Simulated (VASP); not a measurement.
```xyz
4
Lattice="4.2422 2.1176 2.1176 2.1176 4.2422 2.1176 2.1176 2.1176 4.2422" Properties=species:S:1:pos:R:3 pbc="T T T"
Ni     0.0000     0.0000     0.0000
Ni     4.2387     4.2387     4.2387
O      2.1194     2.1194     2.1194
O      6.3581     6.3581     6.3581
```
Starting moments (μB, in the order of the record's atoms Ni Ni O O): 1.4 -1.4 0.0 0.0.

These are vdW-DF2, VASP's PBE PAW potentials (set 64) (plane waves; VASP) values and carry that method's errors. Run with 520 eV cut-off, 9×9×9 Γ-centred mesh, Gaussian smearing of 0.050 eV, potentials Ni O.

Q: What does the run give for the cell moment, energy per atom (σ→0), pressure?

A: 
```
Quantity                       Result
---------------------  --------------
cell moment                   0.00 μB
energy per atom (σ→0)  -3.541 eV/atom
pressure                     5.72 GPa
```

Q: Give the moment on each site (PAW-sphere projection).

A: 
```csv
site,moment (μB)
Ni1,1.36
Ni2,-1.36
O3,0.00
O4,0.00
```

The absolute energy has meaning only against runs of the same code, potentials and settings.

The compound is NiO in the rock salt, AFM-II order structure. This cell is one point of a volume scan, at 0.97 of the reference volume.
